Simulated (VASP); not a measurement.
Input:

```
CELL_PARAMETERS angstrom
      0.00000     2.27000     2.27000
      2.27000     0.00000     2.27000
      2.27000     2.27000     0.00000
ATOMIC_POSITIONS crystal
  B  0.00000 0.00000 0.00000
  P  0.25000 0.25000 0.25000
```

These are rev-vdW-DF2, VASP's PBE PAW potentials (set 64) (plane waves; VASP 6.6.1) values and carry that method's errors. Run with 520 eV cut-off, Gaussian smearing of 0.050 eV, potentials B P.

Question: What does the run give for the band gap (along the path) with the smallest direct gap where there is one?

Answer: 
```yaml
band gap (along the path): 1.28 eV
smallest direct gap (along the path): 3.45 eV
```

The absolute energy has meaning only against runs of the same code, potentials and settings.

The compound is BP in the zinc blende structure. The cell was not relaxed at this level.
